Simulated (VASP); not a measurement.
All values below come from PW91 GGA, VASP's PBE PAW potentials (set 64) (plane waves; VASP).

Input for VASP

File POSCAR:
```
Eu
1
   -2.2160407690     2.2160407690     2.2160407690
    2.2160407690    -2.2160407690     2.2160407690
    2.2160407690     2.2160407690    -2.2160407690
Eu
1
Direct
  1.0000000000   1.0000000000   1.0000000000
```

File KPOINTS:
```
Automatic mesh
0
gamma
  11 11 11
```

INCAR:
```
ALGO = Normal
EDIFF = 1E-6
EDIFFG = -0.01
ENCUT = 520
GGA = 91
IBRION = 2
ISIF = 3
ISMEAR = 1
LASPH = T
LCHARG = F
LMAXMIX = 6
LREAL = F
LWAVE = F
NELM = 100
NSW = 60
PREC = Accurate
SIGMA = 0.1
SYSTEM = Eu
```

POTCAR, in this order: Eu_2 (PBE.64 set). Program: vasp_std.

The 4f electrons are frozen in the core of the lanthanide potential, so 4f levels, which can set the real gap, and their magnetism are missing.

Problem. Predict the energy per atom (σ→0), volume per atom, band gap (on the k-mesh).

Solution. 
```json
{
 "energy per atom (σ→0)": "-1.892 eV/atom",
 "band gap (on the k-mesh)": "none (metal, semimetal or under 0.01 eV)",
 "volume_per_atom": "43.07 Å³/atom"
}
```

**OSZICAR**
```
...
       N       E                     dE             d eps       ncg     rms          rms(c)
DAV:   1    -0.189246602404E+01   -0.99094E-03   -0.20977E-02  1016   0.150E+00    0.128E-01
DAV:   2    -0.189180078072E+01    0.66524E-03   -0.67395E-04  1368   0.265E-01    0.686E-02
DAV:   3    -0.189152103029E+01    0.27975E-03   -0.84657E-04  1384   0.279E-01    0.316E-02
DAV:   4    -0.189152207006E+01   -0.10398E-05   -0.69103E-06  1216   0.241E-02    0.152E-02
DAV:   5    -0.189152365807E+01   -0.15880E-05   -0.19176E-06  1280   0.118E-02    0.130E-03
DAV:   6    -0.189152349928E+01    0.15879E-06   -0.48160E-08   480   0.210E-03
   3 F= -.18915235E+01 E0= -.18915122E+01  d E =-.182486E-03
```

The compound is Eu in the bcc structure. This run relaxes it. Symmetry was kept, so distortions that lower it aren't found. The start is the result of an earlier pass.
